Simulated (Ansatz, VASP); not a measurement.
## Si2WN4: VASP beside Ansatz

Aim: how closely do two programs agree when they are given the same cell, functional and k mesh? The cell is taken from a series of runs on this material, whose earlier steps may have relaxed, scaled, displaced or heated it; both programs get it as it stands.

Method: plane waves, with VASP 6.6.1 beside it; single point at PBE, in Ansatz 0.2.0.

## (1) Set-up

The cell holds 7 atoms: 1 W, 4 N and 2 Si. Its edges and angles: a = 2.797 Å, b = 2.797 Å, c = 37.200 Å, α = 90.0°, β = 90.0°, γ = 120.0°. Vacuum lies along c.

Structure file:

```xyz
7
Lattice="2.7974 0.0000 0.0000 -1.3987 2.4226 0.0000 0.0000 0.0000 37.2000" Properties=species:S:1:pos:R:3
W     0.0000    0.0000   18.6000
N     0.0000    1.6151   19.8923
N     0.0000    1.6151   17.3077
N     1.3987    0.8075   22.1905
N     1.3987    0.8075   15.0095
Si    0.0000    1.6151   21.6319
Si    0.0000    1.6151   15.5681
```

## (2) VASP: single point, PBE, pair 1

With cell and atoms fixed, the geometry can't cause a difference; cores, projectors, grids and the points listed under the comparison can.

Lines of VASP's logs that name or quote its potential files are left out, and so is its time.

The input, INCAR:

```
SYSTEM = Si2WN4
PREC = Accurate
ENCUT = 520
EDIFF = 1E-06
NELM = 120
ISMEAR = -1
SIGMA = 0.02
LREAL = .FALSE.
ALGO = Normal
GGA = PE
NBANDS = 24
LASPH = .TRUE.
LORBIT = 11
LWAVE = .FALSE.
LCHARG = .FALSE.
ISIF = 2
LDIPOL = .TRUE.
IDIPOL = 3
DIPOL = 0.5 0.5 0.5
LVHAR = .TRUE.
GGA_COMPAT = .FALSE.
EFERMI = MIDGAP
NELMDL = -8
KPAR = 2
```

The input, POSCAR:

```
Si2WN4
1.0
    2.7974030060      0.0000000000      0.0000000000
   -1.3987015030      2.4226220678      0.0000000000
    0.0000000000      0.0000000000     37.2000000000
W N Si
1 4 2
Direct
    0.0000000000      0.0000000000      0.5000000000
    0.3333333333      0.6666666667      0.5347388602
    0.3333333333      0.6666666667      0.4652611398
    0.6666666667      0.3333333333      0.5965200934
    0.6666666667      0.3333333333      0.4034799066
    0.3333333333      0.6666666667      0.5815026799
    0.3333333333      0.6666666667      0.4184973201
```

The input, KPOINTS:

```
Automatic mesh
0
Gamma
9 9 1
0 0 0
```

PAW data sets: W, N and Si (PBE family, release 64).

On the command line:

```bash
$ mpirun -np 2 vasp_std
```

Numbers of over 12 decimals in the logs are rounded to 6 here.

Log:

```text
[banner, memory and clock lines left out]
running    2 mpi-ranks, on    1 nodes
 distrk:  each k-point on    1 cores,    2 groups
 distr:  one band on    1 cores,    1 groups

 POSCAR found type information on POSCAR W N Si
 POSCAR found :  3 types and       7 ions
 LDA part: xc-table for (Slater+PW92), standard interpolation
 POSCAR, INCAR and KPOINTS ok, starting setup
 FFT: planning ... GRIDC
 FFT: planning ... GRID_SOFT
 FFT: planning ... GRID
 WAVECAR not read
 entering main loop
       N       E                     dE             d eps       ncg     rms          rms(c)
DAV:   1     0.310591331640E+03    0.31059E+03   -0.13667E+04   584   0.111E+03
DAV:   2    -0.283658667613E+02   -0.33896E+03   -0.31986E+03   872   0.273E+02
DAV:   3    -0.714718795292E+02   -0.43106E+02   -0.42761E+02   776   0.112E+02
DAV:   4    -0.727276210671E+02   -0.12557E+01   -0.12510E+01   760   0.238E+01
DAV:   5    -0.727649308424E+02   -0.37310E-01   -0.37288E-01   768   0.358E+00
DAV:   6    -0.727665235280E+02   -0.15927E-02   -0.15924E-02   800   0.783E-01
DAV:   7    -0.727665850963E+02   -0.61568E-04   -0.61566E-04   784   0.137E-01
DAV:   8    -0.727665879617E+02   -0.28654E-05   -0.28654E-05   744   0.287E-02    0.450E+01
DAV:   9    -0.636261927946E+02    0.91404E+01   -0.35498E+01   752   0.363E+01    0.154E+01
DAV:  10    -0.634346392930E+02    0.19155E+00   -0.31810E+00   792   0.131E+01    0.125E+01
DAV:  11    -0.632813066659E+02    0.15333E+00   -0.27212E-01   800   0.481E+00    0.156E+00
DAV:  12    -0.632823827637E+02   -0.10761E-02   -0.90424E-02   760   0.194E+00    0.109E+00
DAV:  13    -0.632810608713E+02    0.13219E-02   -0.30940E-03   768   0.454E-01    0.976E-01
DAV:  14    -0.632788024958E+02    0.22584E-02   -0.27620E-03   768   0.310E-01    0.256E-01
[...]
DAV:  22    -0.632786131295E+02   -0.81464E-04   -0.41407E-06   648   0.796E-03    0.541E-03
DAV:  23    -0.632786348213E+02   -0.21692E-04   -0.87985E-07   576   0.551E-03    0.129E-03
DAV:  24    -0.632786473679E+02   -0.12547E-04   -0.70832E-07   552   0.441E-03    0.236E-03
DAV:  25    -0.632786538497E+02   -0.64818E-05   -0.28152E-07   520   0.287E-03    0.505E-04
DAV:  26    -0.632786555363E+02   -0.16865E-05   -0.90513E-08   560   0.160E-03    0.580E-04
DAV:  27    -0.632786578019E+02   -0.22656E-05   -0.60036E-08   496   0.116E-03    0.427E-04
DAV:  28    -0.632786588427E+02   -0.10408E-05   -0.45933E-08   504   0.613E-04    0.120E-04
DAV:  29    -0.632786591485E+02   -0.30587E-06   -0.11046E-08   520   0.401E-04
   1 F= -.63278659E+02 E0= -.63278659E+02  d E =0.000000E+00
```

From OUTCAR (step 2):

```text
ion  position               nearest neighbor table
   1  0.000  0.000  0.500-   2 2.07   3 2.07   2 2.07   3 2.07   2 2.07   3 2.07
   2  0.333  0.667  0.535-   6 1.74   1 2.07   1 2.07   1 2.07
   3  0.333  0.667  0.465-   7 1.74   1 2.07   1 2.07   1 2.07
   4  0.667  0.333  0.597-   6 1.71   6 1.71   6 1.71
   5  0.667  0.333  0.403-   7 1.71   7 1.71   7 1.71
   6  0.333  0.667  0.582-   4 1.71   4 1.71   4 1.71   2 1.74
   7  0.333  0.667  0.418-   5 1.71   5 1.71   5 1.71   3 1.74

  LATTYP: Found a hexagonal cell.
 ALAT       =     2.7974030060
 C/A-ratio  =    13.2980481969

 Subroutine GETGRP returns: Found 12 space group operations
 (whereof 12 operations were pure point group operations)

The static configuration has the point symmetry D_3h.

 Found     12 irreducible k-points:

   k-points           NKPTS =     12   k-points in BZ     NKDIM =     12   number of bands    NBANDS=     24

   dimension x,y,z NGX =    24 NGY =   24 NGZ =  280
   dimension x,y,z NGXF=    48 NGYF=   48 NGZF=  560

   ENCUT  =  520.0 eV  38.22 Ry    6.18 a.u.   5.20  5.20 69.17*2*pi/ulx,y,z

   NELECT =      34.0000    total number of electrons

 k-points in reciprocal lattice and weights: Automatic mesh
   0.00000000  0.00000000  0.00000000       0.012
   0.11111111  0.00000000  0.00000000       0.074
   0.22222222  0.00000000  0.00000000       0.074
   0.33333333 -0.00000000  0.00000000       0.074
   0.44444444  0.00000000  0.00000000       0.074
   0.11111111  0.11111111  0.00000000       0.074
   0.22222222  0.11111111  0.00000000       0.148
   0.33333333  0.11111111  0.00000000       0.148
   0.44444444  0.11111111  0.00000000       0.074
   0.22222222  0.22222222  0.00000000       0.074
   0.33333333  0.22222222  0.00000000       0.148
   0.33333333  0.33333333  0.00000000       0.025

 dipolmoment           0.000000      0.000000      0.000000 electrons x Angstroem

 average (electrostatic) potential at core
       1 -47.4580       2 -70.4230       3 -70.4230       4 -70.5069       5 -70.5069
       6 -91.7120       7 -91.7120

 E-fermi :  -0.5268

 k-point     1 :       0.0000    0.0000    0.0000
  band No.  band energies     occupation
    ...
     13      -5.3756      2.00000
     14      -4.5759      2.00000
     15      -4.0735      2.00000
     16      -4.0735      2.00000
     17      -2.0752      2.00000
     18       1.3109      0.00000
     19       1.3109      0.00000
     20       2.3733      0.00000
     21       2.3733      0.00000
     22       2.8272      0.00000
    ...

 k-point     2 :       0.1111    0.0000    0.0000
  band No.  band energies     occupation
    ...
     13      -5.3362      2.00000
     14      -4.7440      2.00000
     15      -4.3625      2.00000
     16      -4.0962      2.00000
     17      -2.2633      2.00000
     18       1.0263      0.00000
     19       1.3231      0.00000
     20       2.2205      0.00000
     21       2.7323      0.00000
     22       3.3682      0.00000
    ...

 k-point     3 :       0.2222    0.0000    0.0000
  band No.  band energies     occupation
    ...
     13      -5.2672      2.00000
     14      -4.9790      2.00000
     15      -4.7136      2.00000
     16      -4.3706      2.00000
     17      -2.9524      2.00000
     18       1.0620      0.00000
     19       1.5036      0.00000
     20       2.3325      0.00000
     21       3.4600      0.00000
     22       3.7844      0.00000
    ...

  Total       14.0585327     14.0585327      0.1519528      0.0000000     -0.0000000      0.0000000
  in kB       89.3443167     89.3443167      0.9656852      0.0000000     -0.0000000      0.0000000
  external PRESSURE =      59.8847729 kB  Pullay stress =       0.0000000 kB

  energy-cutoff  :      520.00
  volume of cell :      252.11
      direct lattice vectors                 reciprocal lattice vectors
     2.797403006  0.000000000  0.000000000     0.357474414  0.206387949  0.000000000
    -1.398701503  2.422622068  0.000000000     0.000000000  0.412775898  0.000000000
     0.000000000  0.000000000 37.200000000     0.000000000  0.000000000  0.026881720

 POSITION                                       TOTAL-FORCE (eV/Angst)
 -----------------------------------------------------------------------------------
      0.00000      0.00000     18.60000         0.000000     -0.000000      0.000000
     -0.00000      1.61508     19.89229         0.000000     -0.000000      0.129079
     -0.00000      1.61508     17.30771         0.000000     -0.000000     -0.129079
      1.39870      0.80754     22.19055        -0.000000      0.000000     -0.019214
      1.39870      0.80754     15.00945        -0.000000      0.000000      0.019214
     -0.00000      1.61508     21.63190         0.000000     -0.000000      0.004248
     -0.00000      1.61508     15.56810         0.000000     -0.000000     -0.004248
 -----------------------------------------------------------------------------------
    total drift:                               -0.000000      0.000000     -0.000000

  FREE ENERGIE OF THE ION-ELECTRON SYSTEM (eV)
  ---------------------------------------------------
  free  energy   TOTEN  =       -63.2786591485 eV

  energy  without entropy=      -63.2786591485  energy(sigma->0) =      -63.27865915

 vacuum level on the upper side and lower side of the slab         3.719         3.719

 total charge
# of ion       s       p       d       tot
------------------------------------------
    1        0.645   0.992   4.532   6.170
    2        1.237   2.619   0.000   3.855
    3        1.237   2.619   0.000   3.855
    4        1.243   2.730   0.000   3.973
    5        1.243   2.730   0.000   3.973
    6        0.695   1.027   0.000   1.722
    7        0.695   1.027   0.000   1.722
--------------------------------------------------
tot          6.994  13.743   4.532  25.269

[... 3 further parts left out ...]
```

## (3) Ansatz: single point, PBE, pair 1

Ansatz runs on its PAW soft_1 files.

The same cell, functional, mesh and smearing now go to Ansatz, which takes its cutoff from its data sets.

The input, input.yaml:

```yaml
crystal:
  lattice:
    - [2.797403006, 0.0, 0.0]
    - [-1.398701503, 2.4226220678, 0.0]
    - [0.0, 0.0, 37.2]
  atoms:
    - { symbol: W, position: [0.0, 0.0, 0.5] }
    - { symbol: "N", position: [0.3333333333, 0.6666666667, 0.5347388602] }
    - { symbol: "N", position: [0.3333333333, 0.6666666667, 0.4652611398] }
    - { symbol: Si, position: [0.3333333333, 0.6666666667, 0.5815026799] }
    - { symbol: Si, position: [0.3333333333, 0.6666666667, 0.4184973201] }
    - { symbol: "N", position: [0.6666666667, 0.3333333333, 0.5965200934] }
    - { symbol: "N", position: [0.6666666667, 0.3333333333, 0.4034799066] }
  periodic: [true, true, false]
kpoints:
  mp_grid: { grid: [9, 9, 1] }
  band_path:
    path: [[0.0, 0.0, 0.0], [0.5, 0.0, 0.0], [0.3333333333, 0.3333333333, 0.0]]
    npoints: 1
hamiltonian:
  xc: pbe
  pseudopotentials: { kind: paw, azcp: { folder: soft_1 } }
scf:
  occupations: { method: fermi_dirac, width: 0.02 }
  n_extra_bands: 6
output:
  eigenvalues: true
```

On the command line:

```bash
$ ansatz run input.yaml --threads 4 --pin off --max-ram 17510MiB --backend cpu --events-out ev --progress --plain --runs-dir out
```

Log:

```text
scf.n_extra_bands = 6 over 21 filled bands (N_el = 42.0): the run solves 27 bands
Engine: ansatz 0.2.0, aarch64-unknown-linux-gnu
Pseudopotentials: kind: paw
Pseudopotential: W, paw, valence charge 14, recommended cutoff 420 eV (normal), soft_1/W.paw.azcp
Pseudopotential: N, paw, valence charge 5, recommended cutoff 420 eV (normal), soft_1/N.paw.azcp
Pseudopotential: Si, paw, valence charge 4, recommended cutoff 420 eV (normal), soft_1/Si.paw.azcp
Functional definition: PBE
  parameter kappa = 0.804
  parameter beta = 0.066725
  exchange = pbe_x(kappa = kappa, mu = beta*pi^2/3)
  correlation = pbe_c(beta = beta)
Crystal: 7 atoms, lattice volume = 252.106 Å³
Basis set: ecut = 420 eV, 5009 PW (Γ)
Bands: 27, of which v1, the nominal top of the filled ones, is band 21 counted from 1 (20 counted from 0)
Symmetry: 12 space group operations
Space group: P-6m2 (ITA 187), of the structure as read, at distance tolerance 6.3e-5 Å
k-points: 12 of 81 (time reversal used)
Non-local potential: W, projectors of the file, l = 0: 3, l = 1: 2, l = 2: 2, l = 3: 1
Non-local potential: N, projectors of the file, l = 0: 2, l = 1: 2, l = 2: 1
Non-local potential: Si, projectors of the file, l = 0: 2, l = 1: 2, l = 2: 1
PAW form: soft (Blöchl's): semilocal exchange-correlation on the pseudo side does not see the compensation charge
PAW one-centre angular grid: W, 590 points (default); XC on 64 Gauss nodes
PAW one-centre angular grid: N, 110 points (default); XC on 64 Gauss nodes
PAW one-centre angular grid: Si, 110 points (default); XC on 64 Gauss nodes
Initial density: superposition of atomic densities (neutral atoms: chi_scale 0, normalization atom)
Initial wavefunctions: pseudopotential atomic-orbital guess
Functional: x = pbe(κ = 0.804, μ = 0.219515), c = pbe(β = 0.066725)
SCF iter   1: F=—  HF=-13207.009154 eV  |F-HF|=—  |Δ(HF+E_count)|=         —  Δρ=9.81e-2  dr2=2.58e1  ethr=3.10e-3  ⟨swp⟩=16.5  Hψ=3304  notcnv=0
preconditioner: auto → Resta (q_TF=auto, 2.024 Å⁻¹)  ε∞=2.0  [insulator: Δε(μ)=2.425 eV  Ē_g=13.766 eV  σ=0.020 eV  W_gap=1.00  n_scr=22 (ndim 8)  ℏωp=13.6 eV  f_vac=0.707  D(μ)=0.00/eV (n_scr^D=0)  ε∞_Penn≈2.0  vacuum switching on, ρ_ref=1.4e-2 e/Å³]
SCF iter   2: F=—  HF=-13200.497519 eV  |F-HF|=—  |Δ(HF+E_count)|=    6.51e0  Δρ=4.22e-2  dr2=5.94e0  ethr=3.10e-3  ⟨swp⟩=6.0  Hψ=1399  notcnv=0  defer=21
SCF iter   3: F=—  HF=-13199.597363 eV  |F-HF|=—  |Δ(HF+E_count)|=   9.00e-1  Δρ=1.78e-2  dr2=7.65e-1  ethr=3.10e-3  ⟨swp⟩=5.2  Hψ=961  notcnv=0  defer=18
SCF iter   4: F=—  HF=-13199.479854 eV  |F-HF|=—  |Δ(HF+E_count)|=   1.18e-1  Δρ=8.48e-3  dr2=1.05e-1  ethr=1.82e-3  ⟨swp⟩=2.5  Hψ=486  notcnv=0  defer=20
SCF iter   5: F=—  HF=-13199.490443 eV  |F-HF|=—  |Δ(HF+E_count)|=   1.06e-2  Δρ=2.09e-3  dr2=1.99e-2  ethr=2.51e-4  ⟨swp⟩=3.2  Hψ=684  notcnv=0  defer=20
SCF iter   6: F=—  HF=-13199.488339 eV  |F-HF|=—  |Δ(HF+E_count)|=   2.10e-3  Δρ=7.79e-4  dr2=2.45e-3  ethr=4.74e-5  ⟨swp⟩=4.6  Hψ=845  notcnv=0  defer=20
SCF iter   7: F=—  HF=-13199.487868 eV  |F-HF|=—  |Δ(HF+E_count)|=   4.71e-4  Δρ=2.56e-4  dr2=3.21e-4  ethr=5.82e-6  ⟨swp⟩=3.2  Hψ=680  notcnv=0  defer=20
SCF iter   8: F=—  HF=-13199.487810 eV  |F-HF|=—  |Δ(HF+E_count)|=   5.77e-5  Δρ=1.02e-4  dr2=2.74e-5  ethr=7.64e-7  ⟨swp⟩=3.6  Hψ=711  notcnv=0  defer=20
SCF iter   9: F=—  HF=-13199.487755 eV  |F-HF|=—  |Δ(HF+E_count)|=   5.58e-5  Δρ=3.01e-5  dr2=5.24e-6  ethr=6.53e-8  ⟨swp⟩=3.6  Hψ=793  notcnv=0  defer=20
SCF iter  10: F=-13199.487754 eV  HF=-13199.487754 eV  |F-HF|=1.98e-9  |Δ(HF+E_count)|=   1.03e-6  Δρ=3.50e-6  dr2=2.21e-8  ethr=2.38e-10  ⟨swp⟩=18.9  Hψ=2604  notcnv=0
SCF 1 converged in 10 iterations: F = -13199.487754 eV  dr2 = 2.21e-8
  greatest PAW one-centre occupation: 0.999 electrons in one spin orbital (limit 2), on the W atom at site 0 (counted from 0), in its partial waves of l = 0
NSCF: frozen V_eff on 3 k-points
SCF converged after 10 iterations
Free energy (F): -13199.487754 eV
Harris-Foulkes:  -13199.487754 eV  (|F-HF|=1.98e-9)
Internal energy: -13199.487754 eV  (E = F + TS)
E sigma→0 (E₀):  -13199.487754 eV
Fermi energy:    -4.242892 eV
--- Per-component energies (eV) ---
  E_band       = -871.988876
  E_kinetic    = 1049.180006
  E_local      = -157544.644182  (includes V_loc(G=0)·N_el)
  E_nonlocal   = 158.190616
  E_hartree    = 78176.891641
  E_xc         = -626.917644
  E_vxc        = -639.559054  (∫ρ·V_xc dr)
  E_paw        = -10115.397991  (= ΣΔE_a)
  E_vpaw       = -248.937655  (= ΣTr[D̂ρ^β])
  E_aug_tail   = 0.003805  (compensation charges beyond the density's cutoff)
  E_ewald      = 75703.205993
  E_smearing   = -0.000000  (= −TS)
  E_closure    = 0.000000  (closes the sum)
  Σ components = -13199.487754   (vs F -13199.487754, Δ=0.00e0)
--- Band table (eV; the first three rows and the last of 12) ---
  k-point 0: bands = [... 17 lower, -8.2863, -7.7946, -7.7946, -5.7607, -2.3817, -2.3817, -1.3007 (-1.3007°), -1.3007 (-1.3007°), ... 2 higher]
  k-point 1: bands = [... 17 lower, -8.4594, -8.0802, -7.8086, -5.9479, -2.6714, -2.3670, -1.4622 (-1.4622°), -0.9403 (-0.9403°), ... 2 higher]
  k-point 2: bands = [... 17 lower, -8.6912, -8.4143, -8.0819, -6.6358, -2.6331, -2.1767, -1.3600, -0.2077, ... 2 higher]
  k-point 11: bands = [... 17 lower, -8.9170, -8.3270, -8.0099, -5.5709, -2.4671, -0.7139, -0.6440, -0.2473, ... 2 higher]
  ° read free of the cell's end (the report's vacuum.weakly_bound_levels)
```

## (4) Side by side

Known differences besides the potentials themselves: Ansatz cuts the interaction across the vacuum, VASP repeats the sheet with a dipole correction; the data sets hold 42 valence electrons in Ansatz (on its PAW soft_1 files) and 34 in VASP; the cutoff is 420 eV in Ansatz and 520 eV in VASP. Total energies have different zeros and are not compared.

The two programs side by side:

| quantity | Ansatz | VASP | difference |
| --- | --- | --- | --- |
| gap on the k mesh (eV) | 2.678 | 2.695 | -0.017 |

A gap on the mesh is an upper bound, since the band edges may lie between its points; neither run holds spin-orbit coupling, which can move the band edges of a compound of W. With vacuum in the cell, a pressure given here is an average over mostly empty space and none of the material.

## (5) Ansatz: single point, PBE, pair 2

With cell and atoms fixed, the geometry can't cause a difference; cores, projectors, grids and the points listed under the comparison can.

The cell is taken from a series of runs on this material, whose earlier steps may have relaxed, scaled, displaced or heated it; both programs get it as it stands.

input.yaml, the sections that differ from step 3:

```yaml
crystal:
  lattice:
    - [2.9285312719, 0.0, 0.0]
    - [-1.464265636, 2.5361824773, 0.0]
    - [0.0, 0.0, 37.2]
  atoms:
    - { symbol: W, position: [0.0, 0.0, 0.5] }
    - { symbol: "N", position: [0.3333333333, 0.6666666667, 0.5335897302] }
    - { symbol: "N", position: [0.3333333333, 0.6666666667, 0.4664102698] }
    - { symbol: Si, position: [0.3333333333, 0.6666666667, 0.5805999029] }
    - { symbol: Si, position: [0.3333333333, 0.6666666667, 0.4194000971] }
    - { symbol: "N", position: [0.6666666667, 0.3333333333, 0.5940010008] }
    - { symbol: "N", position: [0.6666666667, 0.3333333333, 0.4059989992] }
  periodic: [true, true, false]
# kpoints, hamiltonian, scf, output: as in step 3
```

Log:

```text
[...]
Crystal: 7 atoms, lattice volume = 276.295 Å³
Basis set: ecut = 420 eV, 5321 PW (Γ)
Bands: 27, of which v1, the nominal top of the filled ones, is band 21 counted from 1 (20 counted from 0)
Symmetry: 12 space group operations
[...]
k-points: 12 of 81 (time reversal used)
[...]
k-point 1: bands = [... 17 lower, -8.1397, -8.1284, -7.5313, -5.3334, -2.4381, -2.2131, -1.7839, -1.2461 (-1.2461°), ... 2 higher]
  k-point 2: bands = [... 17 lower, -8.6126, -8.5304, -7.6128, -6.1057, -2.2365, -2.1232, -1.5720, -0.5095, ... 2 higher]
  k-point 11: bands = [... 17 lower, -8.4750, -7.8582, -7.5733, -5.4158, -3.1447, -0.5092, 0.0231, 0.2384, ... 2 higher]
  ° read free of the cell's end (the report's vacuum.weakly_bound_levels)
[key lines of the parts left out:]
SCF converged after 10 iterations
Free energy (F): -13200.042708 eV
Fermi energy:    -4.110381 eV
```

(Continued in part 2 of 2.)

[Lines on the potential files, build, host, timing and source positions are cut from VASP's logs without a mark.]

[Logs are printed without paths, hosts, clocks, repeated set-up lines and the standing remarks that a program may print on its own settings, such as how far it seeks lower states.]

[Hosts, paths, dates, database ids (printed as entryN), source tags and the programs' standing remarks are cut or masked in the printed files.]
